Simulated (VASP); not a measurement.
Energy against volume of CdF2 (fluorite). Computed with PBE GGA with D3 dispersion (Becke-Johnson damping), VASP's PBE PAW potentials (set 64) (plane waves; VASP). Numerical set-up: 520 eV cut-off, 7×7×7 Γ-centred mesh, Gaussian smearing of 0.050 eV, potentials Cd F.

```csv
V (Å³/atom),E (eV/atom)
12.702,-3.77458
13.108,-3.78909
13.513,-3.79436
13.918,-3.79193
```

### Question
Fit these four points and predict the energy of the run at 14.324 Å³/atom.

### Answer
A cubic in V^(−2/3), the third-order Birch-Murnaghan form, passes through the four points with V0 = 13.58 Å³/atom and B0 = 99 GPa, and gives -3.7830 eV/atom there. The run gave -3.7831 eV/atom, -0.1 meV/atom from the fit; all five points give B0 = 99 GPa.

The compound is CdF2 in the fluorite structure. It was relaxed first.
